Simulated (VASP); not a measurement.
Method: optB86b-vdW, VASP's PBE PAW potentials (set 64) (plane waves; VASP 6.6.1).

Input for VASP

KPOINTS:
```
Regular mesh
0
Gamma
  16 16 16
0 0 0
```

### POSCAR
```
Ir
1
    0.0000000000     1.9105434210     1.9105434210
    1.9105434210     0.0000000000     1.9105434210
    1.9105434210     1.9105434210     0.0000000000
Ir
1
Direct
  0.0000000000   0.0000000000   0.0000000000
```

### INCAR
```
! general
SYSTEM    =  Ir
PREC      =  Accurate
ENCUT     =  520
LREAL     =  .FALSE.
LASPH     =  .TRUE.

! electronic loop
EDIFF     =  1E-7
NELM      =  100
ALGO      =  Normal
LMAXMIX   =  6

! smearing
ISMEAR    =  1
SIGMA     =  0.1

! functional
GGA       =  MK
LUSE_VDW  =  .TRUE.
AGGAC     =  0.0
PARAM1    =  0.1234
PARAM2    =  1.0

! ions
ISIF      =  2

! output
LWAVE     =  .FALSE.
LCHARG    =  .FALSE.
```

POTCAR, in this order: Ir (PBE.64 set). Program: vasp_std.

Output of the run:

**OSZICAR**
```
       N       E                     dE             d eps       ncg     rms          rms(c)
DAV:   1     0.435371283395E+02    0.43537E+02   -0.45626E+03  2400   0.103E+03
DAV:   2    -0.651138428710E+01   -0.50049E+02   -0.47575E+02  2320   0.203E+02
DAV:   3    -0.711148845054E+01   -0.60010E+00   -0.59913E+00  3440   0.303E+01
DAV:   4    -0.711488806794E+01   -0.33996E-02   -0.33995E-02  2944   0.158E+00
DAV:   5    -0.711490457928E+01   -0.16511E-04   -0.16511E-04  3472   0.733E-02    0.159E+01
DAV:   6    -0.666699158198E+01    0.44791E+00   -0.91278E-01  2736   0.134E+01    0.663E+00
DAV:   7    -0.658125075682E+01    0.85741E-01   -0.28698E-01  3024   0.699E+00    0.156E+00
DAV:   8    -0.657498652882E+01    0.62642E-02   -0.28485E-03  2608   0.854E-01    0.206E-01
DAV:   9    -0.657477383111E+01    0.21270E-03   -0.41127E-04  3232   0.326E-01    0.147E-02
DAV:  10    -0.657478037871E+01   -0.65476E-05   -0.48548E-06  3024   0.239E-02    0.173E-03
DAV:  11    -0.657478047174E+01   -0.93031E-07   -0.80473E-08  2800   0.342E-03
   1 F= -.65747805E+01 E0= -.65746717E+01  d E =-.326242E-03
```

**OUTCAR**
```
------------------------ aborting loop because EDIFF is reached ----------------------------------------
  FORCE on cell =-STRESS in cart. coord.  units (eV):
  Direction    XX          YY          ZZ          XY          YZ          ZX
  --------------------------------------------------------------------------------------
  Total        1.0823322      1.0823322      1.0823322     -0.0000000     -0.0000000      0.0000000
  in kB      124.3284287    124.3284287    124.3284287     -0.0000000     -0.0000000      0.0000000
  external PRESSURE =     124.3284287 kB  Pullay stress =       0.0000000 kB
  volume of cell :       13.95
      direct lattice vectors                 reciprocal lattice vectors
     0.000000000  1.910543421  1.910543421    -0.261705646  0.261705646  0.261705646
     1.910543421  0.000000000  1.910543421     0.261705646 -0.261705646  0.261705646
     1.910543421  1.910543421  0.000000000     0.261705646  0.261705646 -0.261705646
 POSITION                                       TOTAL-FORCE (eV/Angst)
 -----------------------------------------------------------------------------------
      0.00000      0.00000      0.00000         0.000000      0.000000     -0.000000
 -----------------------------------------------------------------------------------
    total drift:                               -0.000000     -0.000000     -0.000000
  FREE ENERGIE OF THE ION-ELECTRON SYSTEM (eV)
  ---------------------------------------------------
  free  energy   TOTEN  =        -6.5747804717 eV

  energy  without entropy=       -6.5744542297  energy(sigma->0) =       -6.57467172
```
(Selected blocks of OUTCAR.)

The compound is Ir in the fcc structure. This cell is one point of a volume scan, at 0.97 of the reference volume.
